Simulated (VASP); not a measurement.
All values below come from PBE0 hybrid, VASP's PBE PAW potentials (set 64) (plane waves; VASP 6.6.1).

A VASP calculation is set up with these files.

File KPOINTS:
```
Automatic mesh
0
Gamma
2 2 2
0 0 0
```

POSCAR:
```
Cs2AgBiBr6
1
    0.0000000000     5.6872830000     5.6872830000
    5.6872830000     0.0000000000     5.6872830000
    5.6872830000     5.6872830000     0.0000000000
Cs Ag Bi Br
2 1 1 6
Direct
  0.7500000000   0.7500000000   0.7500000000
  0.2500000000   0.2500000000   0.2500000000
  0.5000000000   0.5000000000   0.5000000000
  0.0000000000   0.0000000000   0.0000000000
  0.7491900000   0.2508100000   0.2508100000
  0.2508100000   0.7491900000   0.7491900000
  0.2508100000   0.7491900000   0.2508100000
  0.7491900000   0.2508100000   0.7491900000
  0.2508100000   0.2508100000   0.7491900000
  0.7491900000   0.7491900000   0.2508100000
```

INCAR:
```
AEXX=0.25
ALGO=Normal
EDIFF=1E-6
ENCUT=300
GGA=PE
HFRCUT=-1
ISIF=2
ISMEAR=0
ISYM=3
LASPH=T
LCHARG=F
LHFCALC=T
LMAXMIX=4
LREAL=F
LWAVE=F
NELM=100
PREC=Accurate
PRECFOCK=Fast
SIGMA=0.02
SYSTEM=Cs2AgBiBr6
```

POTCAR, in this order: Cs_sv Ag Bi_d Br (PBE.64 set). Program: vasp_std.

Unless said otherwise, spin-orbit coupling is left out, though it shifts the bands of the heavy elements here.

Problem. What does the run give for the energy per atom (σ→0), largest force, band gap (on the k-mesh)?

Solution. 
| Property | Value |
|---|---|
| energy per atom (σ→0) | -3.834 eV/atom |
| band gap (on the k-mesh) | 2.85 eV |
| largest force | 0.105 eV/Å |

**OSZICAR**
```
...
DAV:  15    -0.383394192217E+02   -0.54383E-04   -0.32815E-05   348   0.278E-02    0.470E-02
DAV:  16    -0.383394476222E+02   -0.28400E-04   -0.13025E-05   337   0.172E-02    0.285E-02
DAV:  17    -0.383394621023E+02   -0.14480E-04   -0.57851E-06   308   0.110E-02    0.175E-02
DAV:  18    -0.383394693350E+02   -0.72328E-05   -0.27136E-06   297   0.740E-03    0.109E-02
DAV:  19    -0.383394728880E+02   -0.35529E-05   -0.12409E-06   228   0.494E-03    0.689E-03
DAV:  20    -0.383394746191E+02   -0.17312E-05   -0.69791E-07   209   0.368E-03    0.443E-03
DAV:  21    -0.383394754445E+02   -0.82538E-06   -0.34582E-07   220   0.257E-03
   1 F= -.38339475E+02 E0= -.38339475E+02  d E =-.271302E-34
```

The structure comes from a computed database's Cs2AgBiBr6 entry; how it stands against other phases isn't given here. The cell was not relaxed at this level. The k-mesh is coarse (spacing up to 0.48 per Å, 2π included), so the numbers may not be converged in it. The run is one of a series of settings (HFRCUT = -1, HFSCREEN removed against the base run), some of them coarse on purpose.
